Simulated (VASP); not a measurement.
An input for Quantum ESPRESSO's pw.x (written as the equivalent of a VASP run, and not itself run):

```
&CONTROL
  calculation = 'scf'
  pseudo_dir = './pseudo'
  outdir = './out'
  tprnfor = .true.
  tstress = .true.
/
&SYSTEM
  ibrav = 0
  nat = 4
  ntyp = 2
  ecutwfc = 102
  occupations = 'tetrahedra'
  input_dft = 'pz'
/
&ELECTRONS
  conv_thr = 7.3e-09
  electron_maxstep = 100
/
ATOMIC_SPECIES
  Cd 112.414 Cd.upf
  S 32.060 S.upf
CELL_PARAMETERS angstrom
     2.0444855   -3.5411527    0.0000000
     2.0444855    3.5411527    0.0000000
     0.0000000    0.0000000    6.6417844
ATOMIC_POSITIONS crystal
  Cd   0.6666670  0.3333330  0.5000097
  Cd   0.3333330  0.6666670  0.0000097
  S    0.6666670  0.3333330  0.8769903
  S    0.3333330  0.6666670  0.3769903
K_POINTS automatic
  7 7 4 0 0 0
```

Write the VASP files for the same calculation (LDA).

One answer among several that fit: 
**POSCAR**
```
CdS
1
    2.0444855418    -3.5411526684     0.0000000000
    2.0444855418     3.5411526684     0.0000000000
    0.0000000000     0.0000000000     6.6417844313
Cd S
2 2
Direct
  0.6666670000   0.3333330000   0.5000096857
  0.3333330000   0.6666670000   0.0000096857
  0.6666670000   0.3333330000   0.8769903143
  0.3333330000   0.6666670000   0.3769903143
```

File KPOINTS:
```
Automatic
0
gamma
  7 7 4
```

### INCAR
```
ALGO  =  Normal
EDIFF  =  1E-7
ENCUT  =  520
ISIF  =  2
ISMEAR  =  -5
LASPH  =  .True.
LCHARG  =  .True.
LMAXMIX  =  4
LORBIT  =  11
LREAL  =  .False.
LWAVE  =  .False.
NEDOS  =  601
NELM  =  100
PREC  =  Accurate
SYSTEM  =  CdS
```

POTCAR, in this order: Cd S (LDA.64 set). Program: vasp_std.

Limits of the translation: the potentials are each code's own (VASP's PAW set, PseudoDojo norm-conserving files in pw.x), so ENCUT and ecutwfc are chosen apart and not converted; conv_thr bounds pw.x's estimated SCF error, while EDIFF bounds the energy change between steps.

The compound is CdS in the wurtzite structure. It was relaxed first.
